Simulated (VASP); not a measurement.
# TiC (Khamrabaevite) with LDA: from relaxation to properties

Aim: relax TiC (Khamrabaevite), then compute properties on the relaxed cell. The steps: relaxing cell and atoms (LDA), second relaxation, density, ELF and potential (LDA), band structure (LDA), density of states (LDA), volume scan with LDA, fit for LDA and vibrations at Γ (LDA). The start is a cell from a database of measured crystal structures.

Program: VASP 6.6.1. Level of theory: LDA; plane waves and PAW (Ti_sv, C). Results are calculated unless marked as measured.

Most raw output is cut from this account.

## Step 1: Set-up

Before any relaxation, the start is as follows. The structure is cubic, space group Fm-3m (No. 225). Conventional cell: a = 4.328 Å, b = 4.328 Å, c = 4.328 Å, α = 90.00°, β = 90.00°, γ = 90.00°. Nearest to Ti lie 6 C at 2.16 Å. C has 6 Ti at 2.16 Å nearest. Farther neighbours are not listed.

## Step 2: Relaxing cell and atoms (LDA)

The start need not lie at this functional's minimum. ISIF = 3 frees volume, shape and positions, and EDIFFG sets the threshold on forces and stress at which the search stops. LDA, the lowest rung, knows the local density alone.

INCAR reads:

```
SYSTEM = TiC
PREC = Accurate
ENCUT = 520
EDIFF = 1E-06
NELM = 100
ISMEAR = 0
SIGMA = 0.05
LREAL = .FALSE.
ALGO = Normal
GGA = CA
NBANDS = 14
LASPH = .TRUE.
LORBIT = 11
LWAVE = .FALSE.
LCHARG = .FALSE.
KPAR = 2
IBRION = 2
NSW = 60
ISIF = 3
EDIFFG = -0.01
```

POSCAR reads:

```
TiC
1.0
    0.0000000000      2.1640000000      2.1640000000
    2.1640000000      0.0000000000      2.1640000000
    2.1640000000      2.1640000000      0.0000000000
Ti C
1 1
Direct
    0.0000000000      0.0000000000      0.0000000000
    0.5000000000      0.5000000000      0.5000000000
```

KPOINTS reads:

```
Automatic mesh
0
Gamma
11 11 11
0 0 0
```

The projector-augmented-wave data sets are Ti_sv and C (LDA family, release 64).

The run is started by

```sh
$ mpirun -np 2 vasp_std
```

Run time: 9.6 s. Hardware: 2 MPI ranks of Intel Xeon 6975P-C (Granite Rapids), shared host; peak memory 0.25 GiB; 18 s of CPU time.

The run keeps the 48 symmetry operations of its start, so it cannot find a distortion of lower symmetry.

Step by step:

```csv
step,energy less that of the first step (eV),largest force (eV/Å),pressure (GPa),volume (Å³)
1,0.0000,0.0000,-11.40,20.27
2,0.0357,0.0000,19.58,18.23
3,-0.0321,0.0000,-0.22,19.41
4,-0.0321,0.0000,-0.04,19.39
```

```csv
"conventional cell, symmetrised",before,after,change
a (Å),4.328,4.265,-1.5 %
b (Å),4.328,4.265,-1.5 %
c (Å),4.328,4.265,-1.5 %
volume (Å³/atom),10.13,9.69,-4.3 %
```

The relaxed structure:

```
Ti C
1.0
     0.00000    2.13229    2.13229
     2.13229    0.00000    2.13229
     2.13229    2.13229    0.00000
Ti C
1 1
Cartesian
  0.0000 0.0000 0.0000
  2.1323 2.1323 2.1323
```

This step gave:

- electrons: 16
- bands: 14
- irreducible k-points: 56
- symmetry operations: 48
- free energy (TOTEN): -20.54 eV
- energy at zero smearing: -20.54 eV
- Fermi energy: 9.897 eV
- pressure: -0.03944 GPa
- metallic: yes
- SCF cycles over all ionic steps: 43

It ends with forces that vanish by symmetry and a pressure of -0.04 GPa. The volume lies -4.3 % from that of the database's start, which holds the thermal and zero-point expansion of its experiment. LDA is known to overbind.

## Step 3: Second relaxation

A relaxation keeps the plane waves of the cell it began with, so it is repeated from the new cell, on a basis made for it.

INCAR is that of step 2.

POSCAR reads:

```
TiC
1.0
    0.0000000000      2.1322909251      2.1322909251
    2.1322909251      0.0000000000      2.1322909251
    2.1322909251      2.1322909251      0.0000000000
Ti C
1 1
Direct
    0.0000000000      0.0000000000      0.0000000000
    0.5000000000      0.5000000000      0.5000000000
```

KPOINTS is that of step 2.

The run is started by

```sh
$ mpirun -np 2 vasp_std
```

Elapsed: 3.4 s, on 2 MPI ranks; peak memory 0.24 GiB; 5.8 s of CPU time.

Little changed from the start: no atom moved by 0.005 Å and no cell edge by 0.1 %.

This step gave:

```yaml
fermi_energy: 9.896 eV
pressure: 0.02060 GPa
scf_cycles_over_all_ionic_steps: 14
```

It ends with forces that vanish by symmetry and a pressure of 0.02 GPa. The volume moved by under 0.01 %: the run met its threshold at the first step.

## Step 4: Density, ELF and potential (LDA)

A single point on the relaxed cell gives a clean self-consistent state, with density, ELF and potential written out.

Changes to INCAR since step 3:

```diff
@@ -14,7 +14,5 @@
 LWAVE = .FALSE.
-LCHARG = .FALSE.
-KPAR = 2
-IBRION = 2
-NSW = 60
-ISIF = 3
-EDIFFG = -0.01
+LCHARG = .TRUE.
+ISIF = 2
+LELF = .TRUE.
+LVHAR = .TRUE.
```

POSCAR is that of step 3.

KPOINTS is that of step 3.

The run is started by

```sh
$ mpirun -np 2 vasp_std
```

Wall time 3.8 s (2 MPI ranks); peak memory 0.22 GiB.

Numbers from this step:

* SCF cycles: 14

Valence electrons inside each PAW sphere by angular momentum. Sphere charges, by row:

```csv
atom,s (e),p (e),d (e),tot (e)
Ti1,2.211,6.275,2.039,10.53
C2,0.892,1.528,0,2.42
```

Electrostatic potential energy in the ac plane of the conventional cell at fractional y = 0.000, with atoms of Ti and C within 0.2 Å of it. With pseudopotentials it is smooth inside the atoms' cores, unlike the true potential.

Values in eV, 14 rows by 14 columns, each cell a mean:
```
-62 -56 -34  -9  -5 -24 -44 -38 -41 -11  -4 -19 -46 -61
-49 -40 -20  -4  -2  -7 -24 -30 -16  -3  -2  -9 -30 -46
-22 -15  -5  -1   0  -2  -5  -6  -3  -1   0  -2  -9 -19
 -5  -3  -1   0  -1  -4  -9 -11  -7  -2   0   0  -2  -4
-15  -7  -2  -1  -5 -20 -34 -37 -28 -12  -2  -1  -3 -11
-43 -31  -7  -3 -15 -40 -56 -59 -50 -28  -7  -3 -16 -41
-22 -43 -15  -5 -22 -49 -62 -63 -59 -37 -11  -6 -30 -38
-38 -41 -11  -4 -19 -46 -61 -62 -56 -34  -9  -5 -24 -44
-30 -16  -3  -2  -9 -30 -46 -49 -40 -20  -4  -2  -7 -24
 -6  -3  -1   0  -2  -9 -19 -22 -15  -5  -1   0  -2  -5
-11  -7  -2   0   0  -2  -4  -5  -3  -1   0  -1  -4  -9
-37 -28 -12  -2  -1  -3 -11 -15  -7  -2  -1  -5 -20 -34
-59 -50 -28  -7  -3 -16 -41 -43 -31  -7  -3 -15 -40 -56
-63 -59 -37 -11  -6 -30 -38 -22 -43 -15  -5 -22 -49 -62
```
Columns run along a (4.3 Å; values clipped at the 3rd and 97th percentile), rows up along c (4.3 Å), edges of the conventional cell, whose origin can differ from the input's. Atoms in or near the plane, at fractional coordinates: Ti at (0.00, 0.00), Ti at (0.50, 0.50), C at (0.50, 0.00), C at (0.00, 0.50).

ELF in the ac plane of the conventional cell at fractional y = 0.000, with atoms of Ti and C within 0.2 Å of it. It is the smooth field of the valence electrons, not physical close to the nuclei.

Values, 14 rows by 14 columns, each cell a mean:
```
0.91 0.73 0.37 0.28 0.61 0.72 0.41 0.29 0.61 0.74 0.44 0.27 0.53 0.85
0.60 0.42 0.21 0.22 0.57 0.76 0.72 0.70 0.76 0.71 0.39 0.18 0.30 0.53
0.30 0.22 0.15 0.21 0.42 0.57 0.61 0.62 0.60 0.51 0.30 0.15 0.18 0.27
0.45 0.42 0.36 0.27 0.21 0.22 0.28 0.31 0.26 0.21 0.21 0.30 0.39 0.44
0.73 0.73 0.65 0.36 0.15 0.21 0.37 0.43 0.31 0.16 0.21 0.51 0.71 0.74
0.50 0.68 0.73 0.42 0.22 0.42 0.73 0.80 0.61 0.31 0.26 0.60 0.76 0.61
0.11 0.50 0.73 0.45 0.30 0.60 0.91 0.96 0.80 0.43 0.31 0.62 0.70 0.29
0.29 0.61 0.74 0.44 0.27 0.53 0.85 0.91 0.73 0.37 0.28 0.61 0.72 0.41
0.70 0.76 0.71 0.39 0.18 0.30 0.53 0.60 0.42 0.21 0.22 0.57 0.76 0.72
0.62 0.60 0.51 0.30 0.15 0.18 0.27 0.30 0.22 0.15 0.21 0.42 0.57 0.61
0.31 0.26 0.21 0.21 0.30 0.39 0.44 0.45 0.42 0.36 0.27 0.21 0.22 0.28
0.43 0.31 0.16 0.21 0.51 0.71 0.74 0.73 0.73 0.65 0.36 0.15 0.21 0.37
0.80 0.61 0.31 0.26 0.60 0.76 0.61 0.50 0.68 0.73 0.42 0.22 0.42 0.73
0.96 0.80 0.43 0.31 0.62 0.70 0.29 0.11 0.50 0.73 0.45 0.30 0.60 0.91
```
Columns run along a (4.3 Å), rows up along c (4.3 Å), edges of the conventional cell, whose origin can differ from the input's. Atoms in or near the plane, at fractional coordinates: Ti at (0.00, 0.00), Ti at (0.50, 0.50), C at (0.50, 0.00), C at (0.00, 0.50).

Valence density in the ac plane of the conventional cell at fractional y = 0.000, with atoms of Ti and C within 0.2 Å of it. It is the smooth field of the valence electrons, not physical close to the nuclei.

Ten even steps from '_' (0 e/Å³) to '@' (13 e/Å³), each cell a mean:
```
%%==..______....________::**
--..______________________::
____________________________
____________________________
____________....____________
..________..==++--__________
__..______--%%@@++..______..
..________::**%%==..______..
____________::--..__________
____________________________
____________________________
..________________________..
++--__________..________..==
@@++..______..__..______--%%
```
Columns run along a (4.3 Å), rows up along c (4.3 Å), edges of the conventional cell, whose origin can differ from the input's. Atoms in or near the plane, at fractional coordinates: Ti at (0.00, 0.00), Ti at (0.50, 0.50), C at (0.50, 0.00), C at (0.00, 0.50).

In this run the pressure is 0.02 GPa, small enough to go on.

## Step 5: Band structure (LDA)

Levels along the symmetry lines show where the bands peak and cross; KPOINTS_OPT computes them in the converged potential.

INCAR reads:

```
SYSTEM = TiC
PREC = Accurate
ENCUT = 520
EDIFF = 1E-06
NELM = 100
ISMEAR = 0
SIGMA = 0.05
LREAL = .FALSE.
ALGO = Normal
GGA = CA
NBANDS = 20
LASPH = .TRUE.
LORBIT = 11
LWAVE = .FALSE.
LCHARG = .FALSE.
KPAR = 2
```

POSCAR is that of step 4.

KPOINTS is that of step 4.

KPOINTS_OPT reads:

```
Line mode
16
Line-mode
Reciprocal
  0.00000000   0.00000000   0.00000000 GAMMA
  0.50000000   0.00000000   0.50000000 X

  0.50000000   0.00000000   0.50000000 X
  0.50000000   0.25000000   0.75000000 W

  0.50000000   0.25000000   0.75000000 W
  0.37500000   0.37500000   0.75000000 K

  0.37500000   0.37500000   0.75000000 K
  0.00000000   0.00000000   0.00000000 GAMMA

  0.00000000   0.00000000   0.00000000 GAMMA
  0.50000000   0.50000000   0.50000000 L

  0.50000000   0.50000000   0.50000000 L
  0.62500000   0.25000000   0.62500000 U

  0.62500000   0.25000000   0.62500000 U
  0.50000000   0.25000000   0.75000000 W

  0.50000000   0.25000000   0.75000000 W
  0.50000000   0.50000000   0.50000000 L

  0.50000000   0.50000000   0.50000000 L
  0.37500000   0.37500000   0.75000000 K

  0.62500000   0.25000000   0.62500000 U
  0.50000000   0.00000000   0.50000000 X
```

The run is started by

```sh
$ mpirun -np 2 vasp_std
```

Wall time 9.2 s (2 MPI ranks); peak memory 0.28 GiB.

Numbers from this step:

```
SCF cycles : 15
bands      : 20
pressure   : -0.01194 GPa
```

The electronic bands at the labelled points (eV, zero at the Fermi level; # counts the bands kept):

```csv
point,#1,#2,#3,#4,#5,#6,#7,#8
Γ,-12.52,0.54,0.54,0.54,1.65,1.65,1.65,1.71
0.47 of the way,-11.10,-3.43,-0.71,-0.51,-0.51,2.17,3.76,3.76
X,-10.21,-3.50,-1.92,-0.07,-0.07,2.79,3.60,3.60
0.47 of the way,-9.94,-3.50,-2.60,-1.59,1.05,3.55,3.60,4.08
W,-9.54,-3.30,-3.30,-2.90,2.81,2.81,3.60,5.44
0.47 of the way,-9.58,-3.51,-3.43,-2.38,2.04,3.15,3.76,5.42
K,-9.62,-3.69,-3.47,-1.87,1.40,3.18,3.93,5.67
0.53 of the way,-10.80,-3.28,-2.30,-2.05,1.40,2.60,3.57,4.50
Γ,-12.52,0.54,0.54,0.54,1.65,1.65,1.65,1.71
0.47 of the way,-11.29,-2.62,-1.72,-1.72,1.59,1.59,2.79,5.77
L,-8.76,-6.14,-3.15,-3.15,2.95,2.95,4.23,8.44
0.47 of the way,-9.05,-5.43,-3.19,-2.80,2.56,2.94,3.97,7.09
U,-9.62,-3.69,-3.47,-1.87,1.40,3.18,3.93,5.67
0.47 of the way,-9.58,-3.55,-3.44,-2.28,1.91,3.16,3.79,5.46
W,-9.54,-3.30,-3.30,-2.90,2.81,2.81,3.60,5.44
0.47 of the way,-9.20,-4.97,-3.20,-2.67,2.63,2.75,3.88,6.62
L,-8.76,-6.14,-3.15,-3.15,2.95,2.95,4.23,8.44
0.47 of the way,-9.05,-5.43,-3.19,-2.80,2.56,2.94,3.97,7.09
K,-9.62,-3.69,-3.47,-1.87,1.40,3.18,3.93,5.67
jump to U,-9.62,-3.69,-3.47,-1.87,1.40,3.18,3.93,5.67
0.47 of the way,-10.02,-3.50,-2.57,-0.89,0.43,3.48,3.71,3.93
X,-10.21,-3.50,-1.92,-0.07,-0.07,2.79,3.60,3.60
```

Of the projections kept (Ti, C), the largest for each band there; the rest of the weight can lie on other orbitals:

```csv
point,#1,#2,#3,#4,#5,#6,#7,#8
Γ,C 0.67,Ti 1.00,Ti 1.00,Ti 1.00,C 0.94,C 0.93,C 0.93,Ti 1.00
X,C 0.66,C 0.58,Ti 1.00,C 0.79,C 0.79,Ti 1.00,Ti 1.00,Ti 1.00
W,C 0.69,Ti 0.58,Ti 0.58,Ti 0.54,Ti 0.80,Ti 0.80,Ti 1.00,Ti 0.90
K,C 0.69,Ti 0.63,Ti 0.51,Ti 0.54,Ti 0.77,Ti 1.00,Ti 0.91,Ti 0.80
Γ,C 0.67,Ti 1.00,Ti 1.00,Ti 1.00,C 0.94,C 0.93,C 0.93,Ti 1.00
L,C 0.78,Ti 0.61,Ti 0.63,Ti 0.63,Ti 0.99,Ti 0.99,Ti 0.86,Ti 0.54
```

There is no gap at this level.

Of the bands kept, 4 cross the Fermi level on this path.

## Step 6: Density of states (LDA)

Here the states are counted by energy and projected on the atoms. The mesh is finer than in the run before.

Changes to INCAR since step 5:

```diff
@@ -5,3 +5,3 @@
 NELM = 100
-ISMEAR = 0
+ISMEAR = -5
 SIGMA = 0.05
@@ -16 +16,2 @@
 KPAR = 2
+NEDOS = 2001
```

POSCAR is that of step 5.

KPOINTS reads:

```
Automatic mesh
0
Gamma
16 16 16
0 0 0
```

The run is started by

```sh
$ mpirun -np 2 vasp_std
```

It took 9.4 s on 2 MPI ranks; peak memory 0.31 GiB.

With tetrahedra the forces and stress of a metal are not exact derivatives of the energy.

Numbers from this step:

* SCF cycles: 14
* irreducible k-points: 145
* Fermi energy: 9.811 eV
* pressure: -0.1267 GPa
* DOS at the Fermi level: 0.2510 states/eV/cell

The density of states has structure finer than the step of the table below, so its rows give means over 0.5 eV, whole bins alone (the curve runs from -12.0 to 1.79 eV). Peaks (eV: height): total -9.40: 1.86, -4.00: 1.33, -3.05: 3.47, -2.48: 3.11; Ti d -9.40: 0.213, -4.00: 0.275, -3.05: 1.17, -2.48: 1.17; C p -4.00: 0.336, -3.05: 0.864, -2.48: 0.836; Ti p -9.31: 0.119, -3.43: 0.113, -3.14: 0.234; Ti s -10.07: 0.0462, -4.57: 0.0751, -2.48: 0.019.

States under -12.0 eV and over 1.8 eV are left out. Table of density of states by energy, zero at the Fermi level; means over each step; values in states/eV/cell:

```csv
energy (eV),total,Ti d,C p,Ti p,Ti s,C s
-11.5,0.162,6.6e-4,0.00108,0.00519,0.0223,0.0578
-11.0,0.239,0.00287,0.00206,0.0109,0.0280,0.0882
-10.5,0.372,0.0117,0.00320,0.0205,0.0334,0.144
-10.0,0.916,0.0929,0.00456,0.0410,0.0415,0.384
-9.5,1.51,0.168,0.00483,0.0875,0.0273,0.670
-9.0,0.684,0.0470,0.00187,0.0599,0.00661,0.311
-8.5,0.0115,1.1e-4,4.8e-5,0.00138,6.8e-5,0.00522
-8.0,0,0,0,0,0,0
-7.5,0,0,0,0,0,0
-7.0,0,0,0,0,0,0
-6.5,0,0,0,0,0,0
-6.0,0.0444,0.00812,0.00931,4.2e-4,0.00570,4.5e-4
-5.5,0.237,0.0447,0.0505,0.00464,0.0271,0.00354
-5.0,0.500,0.101,0.111,0.0141,0.0479,0.00856
-4.5,0.938,0.202,0.218,0.0360,0.0717,0.0158
-4.0,1.12,0.230,0.278,0.0744,0.0561,0.0164
-3.5,0.836,0.144,0.214,0.0921,0.0186,0.00920
-3.0,2.42,0.796,0.596,0.151,0.00783,0.00786
-2.5,2.53,0.970,0.661,0.0818,0.0125,0.00640
-2.0,1.45,0.573,0.362,0.0472,0.00690,0.00469
-1.5,0.878,0.336,0.231,0.0306,0.00380,0.00306
-1.0,0.585,0.210,0.164,0.0241,0.00194,0.00173
-0.5,0.359,0.123,0.104,0.0171,6.8e-4,6.6e-4
0.0,0.266,0.104,0.0668,0.0124,4.1e-4,4.2e-4
0.5,0.434,0.220,0.0778,0.0144,0.00161,0.00115
1.0,0.664,0.410,0.0811,0.0126,0.00337,0.00244
1.5,0.847,0.583,0.0786,0.0101,0.00491,0.00364
```

The finer mesh and the other smearing move the Fermi level by -0.09 eV from the 11×11×11 run, one measure of the sampling error in the zero of the bands above. Of the states within 0.3 eV of the Fermi level, the largest shares in the PAW spheres are Ti d 39 % and C p 25 %. The rest lies in smaller channels or between the spheres.

## Step 7: Volume scan with LDA, volume scale 0.94

An equation of state needs energies on both sides of the minimum, all on one mesh and cutoff.

INCAR reads:

```
SYSTEM = TiC
PREC = Accurate
ENCUT = 520
EDIFF = 1E-06
NELM = 100
ISMEAR = 0
SIGMA = 0.05
LREAL = .FALSE.
ALGO = Normal
GGA = CA
NBANDS = 14
LASPH = .TRUE.
LORBIT = 11
LWAVE = .FALSE.
LCHARG = .FALSE.
KPAR = 2
ISIF = 2
```

POSCAR reads:

```
TiC
1.0
    0.0000000000      2.0887625700      2.0887625700
    2.0887625700      0.0000000000      2.0887625700
    2.0887625700      2.0887625700      0.0000000000
Ti C
1 1
Direct
    0.0000000000      0.0000000000      0.0000000000
    0.5000000000      0.5000000000      0.5000000000
```

KPOINTS reads:

```
Automatic mesh
0
Gamma
11 11 11
0 0 0
```

The run is started by

```sh
$ mpirun -np 2 vasp_std
```

The job ended after 3.4 s (2 MPI ranks; peak memory 0.24 GiB; 5.9 s of CPU time).

The scan keeps the cell's shape and the fractional positions fixed.

Numbers from this step:

| Quantity | Value |
| --- | --- |
| bands | 14 |
| irreducible k-points | 56 |
| free energy (TOTEN) | -20.47 eV |
| energy at zero smearing | -20.47 eV |
| Fermi energy | 10.67 eV |
| pressure | 19.64 GPa |

The pressure here is 19.64 GPa.

## Step 8: Volume scan with LDA, volume scale 0.96

INCAR is that of step 7.

POSCAR reads:

```
TiC
1.0
    0.0000000000      2.1034726502      2.1034726502
    2.1034726502      0.0000000000      2.1034726502
    2.1034726502      2.1034726502      0.0000000000
Ti C
1 1
Direct
    0.0000000000      0.0000000000      0.0000000000
    0.5000000000      0.5000000000      0.5000000000
```

KPOINTS is that of step 7.

The run is started by

```sh
$ mpirun -np 2 vasp_std
```

Wall time 3.6 s (2 MPI ranks); peak memory 0.25 GiB; 6.1 s of CPU time.

Numbers from this step:

| Quantity | Value |
| --- | --- |
| free energy (TOTEN) | -20.51 eV |
| energy at zero smearing | -20.51 eV |
| Fermi energy | 10.40 eV |
| pressure | 12.44 GPa |

The pressure falls from 19.64 to 12.44 GPa.

The run ends at a pressure of 12.44 GPa.

## Step 9: Volume scan with LDA, volume scale 0.98

INCAR is that of step 8.

POSCAR reads:

```
TiC
1.0
    0.0000000000      2.1179798165      2.1179798165
    2.1179798165      0.0000000000      2.1179798165
    2.1179798165      2.1179798165      0.0000000000
Ti C
1 1
Direct
    0.0000000000      0.0000000000      0.0000000000
    0.5000000000      0.5000000000      0.5000000000
```

KPOINTS is that of step 8.

The run is started by

```sh
$ mpirun -np 2 vasp_std
```

Wall time 3.4 s (2 MPI ranks); peak memory 0.24 GiB; 5.7 s of CPU time.

The pressure falls from 12.44 to 5.91 GPa.

The run ends at a pressure of 5.91 GPa.

## Step 10: Volume scan with LDA, volume scale 1

INCAR is that of step 9.

POSCAR reads:

```
TiC
1.0
    0.0000000000      2.1322909251      2.1322909251
    2.1322909251      0.0000000000      2.1322909251
    2.1322909251      2.1322909251      0.0000000000
Ti C
1 1
Direct
    0.0000000000      0.0000000000      0.0000000000
    0.5000000000      0.5000000000      0.5000000000
```

KPOINTS is that of step 9.

The run is started by

```sh
$ mpirun -np 2 vasp_std
```

It took 3.4 s on 2 MPI ranks; peak memory 0.24 GiB; 5.7 s of CPU time.

The pressure falls from 5.91 to 0.02 GPa.

The run ends at a pressure of 0.02 GPa.

## Step 11: Volume scan with LDA, volume scale 1.02

INCAR is that of step 10.

POSCAR reads:

```
TiC
1.0
    0.0000000000      2.1464124686      2.1464124686
    2.1464124686      0.0000000000      2.1464124686
    2.1464124686      2.1464124686      0.0000000000
Ti C
1 1
Direct
    0.0000000000      0.0000000000      0.0000000000
    0.5000000000      0.5000000000      0.5000000000
```

KPOINTS is that of step 10.

The run is started by

```sh
$ mpirun -np 2 vasp_std
```

Elapsed: 3.6 s, on 2 MPI ranks; peak memory 0.24 GiB.

The pressure falls from 0.02 to -5.30 GPa.

The run ends at a pressure of -5.30 GPa.

## Step 12: Volume scan with LDA, volume scale 1.04

INCAR is that of step 11.

POSCAR reads:

```
TiC
1.0
    0.0000000000      2.1603506024      2.1603506024
    2.1603506024      0.0000000000      2.1603506024
    2.1603506024      2.1603506024      0.0000000000
Ti C
1 1
Direct
    0.0000000000      0.0000000000      0.0000000000
    0.5000000000      0.5000000000      0.5000000000
```

KPOINTS is that of step 11.

The run is started by

```sh
$ mpirun -np 2 vasp_std
```

Elapsed: 3.4 s, on 2 MPI ranks; peak memory 0.25 GiB.

The pressure falls from -5.30 to -10.17 GPa.

The run ends at a pressure of -10.17 GPa.

## Step 13: Volume scan with LDA, volume scale 1.06

INCAR is that of step 12.

POSCAR reads:

```
TiC
1.0
    0.0000000000      2.1741111684      2.1741111684
    2.1741111684      0.0000000000      2.1741111684
    2.1741111684      2.1741111684      0.0000000000
Ti C
1 1
Direct
    0.0000000000      0.0000000000      0.0000000000
    0.5000000000      0.5000000000      0.5000000000
```

KPOINTS is that of step 12.

The run is started by

```sh
$ mpirun -np 2 vasp_std
```

Elapsed: 3.4 s, on 2 MPI ranks; peak memory 0.25 GiB; 5.9 s of CPU time.

The pressure falls from -10.17 to -14.62 GPa.

The run ends at a pressure of -14.62 GPa.

## Step 14: Fit for LDA

This step: Birch-Murnaghan fit, LDA; plane waves and PAW (VASP 6.6.1).

This step runs nothing: it gathers the runs above.

This step gave:

```
pressure derivative of the bulk modulus : 3.990
r.m.s. error of the fit                 : 1.49e-6 eV/atom
minimum inside the sampled range        : yes
bulk modulus                            : 280.2 GPa
equilibrium volume of the fit           : 9.699 Å³/atom
```

Energy above the fitted minimum against volume:

```csv
volume (Å³/atom),energy above the fitted minimum (eV/atom)
9.113,0.0344
9.307,0.0149
9.501,0.00367
9.695,8.3e-7
9.889,0.00313
10.083,0.0124
10.277,0.0273
```

The fitted volume lies +0.05 % from the relaxed one.

(Continued in part 2 of 2.)

[Lines on the potential files, build, host, timing and source positions are cut from VASP's logs without a mark.]

[Logs are printed without paths, hosts, clocks, repeated set-up lines and the standing remarks that a program may print on its own settings, such as how far it seeks lower states.]

[Hosts, paths, dates, database ids (printed as entryN), source tags and the programs' standing remarks are cut or masked in the printed files.]

[A measured line is paired with the nearest computed mode of its activity, which favours agreement.]
